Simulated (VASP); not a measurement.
Calculation: PBE GGA, VASP's PBE PAW potentials (set 64) (plane waves; VASP 6.6.1).

Input for VASP

File POSCAR:
```
CdTe
1.0
  0.0000000000   3.3124718406   3.3124718406
  3.3124718406   0.0000000000   3.3124718406
  3.3124718406   3.3124718406   0.0000000000
Cd Te
1 1
Direct
  0.0000000000   0.0000000000   0.0000000000
  0.2500000000   0.2500000000   0.2500000000
```

**INCAR**
```
ENCUT = 400   # plane-wave cut-off (eV)
NELM = 100
SIGMA = 0.05
SYSTEM = CdTe
PREC = Normal
LWAVE = F
LREAL = F
EDIFFG = -0.03   # ionic stop
ISIF = 2
ISMEAR = 0   # Gaussian
GGA = PE   # PBE
NELMIN = 4
LCHARG = F
LASPH = T   # aspherical one-centre terms
NSW = 20   # most ionic steps
EDIFF = 1E-5   # SCF stop (eV)
ALGO = Fast   # Davidson, then RMM-DIIS
IBRION = 2
LMAXMIX = 4   # l cut-off of mixed one-centre charges
```

**KPOINTS**
```
K-points
0
Gamma
  8 8 8
```

POTCAR, in this order: Cd Te (PBE.64 set). Program: vasp_std.

The run wrote:

OSZICAR:
```
       N       E                     dE             d eps       ncg     rms          rms(c)
DAV:   1     0.881939458536E+02    0.88194E+02   -0.72655E+03   762   0.960E+02
DAV:   2    -0.154476028577E+01   -0.89739E+02   -0.86333E+02   884   0.252E+02
DAV:   3    -0.501170555540E+01   -0.34669E+01   -0.34610E+01   884   0.527E+01
DAV:   4    -0.504602053412E+01   -0.34315E-01   -0.34313E-01  1096   0.455E+00
DAV:   5    -0.504610331837E+01   -0.82784E-04   -0.82784E-04   884   0.208E-01    0.512E+00
RMM:   6    -0.482516485040E+01    0.22094E+00   -0.43415E-01   754   0.513E+00    0.403E+00
RMM:   7    -0.480941119308E+01    0.15754E-01   -0.11201E-01   754   0.193E+00    0.157E+00
RMM:   8    -0.480971852782E+01   -0.30733E-03   -0.60973E-03   754   0.868E-01    0.404E-01
RMM:   9    -0.481004004288E+01   -0.32152E-03   -0.11686E-03   758   0.306E-01    0.982E-02
RMM:  10    -0.481008314700E+01   -0.43104E-04   -0.19543E-04   766   0.109E-01    0.329E-02
RMM:  11    -0.481010358746E+01   -0.20440E-04   -0.30382E-05   568   0.490E-02    0.175E-02
RMM:  12    -0.481010428751E+01   -0.70005E-06   -0.63437E-06   487   0.215E-02
   1 F= -.48101043E+01 E0= -.48101043E+01  d E =-.481010E+01
```

File OUTCAR:
```
------------------------ aborting loop because EDIFF is reached ----------------------------------------
  FORCE on cell =-STRESS in cart. coord.  units (eV):
  Direction    XX          YY          ZZ          XY          YZ          ZX
  --------------------------------------------------------------------------------------
  Total       -0.1319169     -0.1319169     -0.1319169     -0.0000000      0.0000000     -0.0000000
  in kB       -2.9075323     -2.9075323     -2.9075323     -0.0000000      0.0000000     -0.0000000
  external PRESSURE =      -2.9075323 kB  Pullay stress =       0.0000000 kB
  volume of cell :       72.69
      direct lattice vectors                 reciprocal lattice vectors
     0.000000000  3.312471841  3.312471841    -0.150944679  0.150944679  0.150944679
     3.312471841  0.000000000  3.312471841     0.150944679 -0.150944679  0.150944679
     3.312471841  3.312471841  0.000000000     0.150944679  0.150944679 -0.150944679
  FREE ENERGIE OF THE ION-ELECTRON SYSTEM (eV)
  ---------------------------------------------------
  free  energy   TOTEN  =        -4.8101042875 eV

  energy  without entropy=       -4.8101042875  energy(sigma->0) =       -4.81010429

 reached required accuracy - stopping structural energy minimisation
```
(Selected blocks of OUTCAR.)

The compound is CdTe in the zinc blende structure. It was relaxed first, which changed the volume by +7 %.
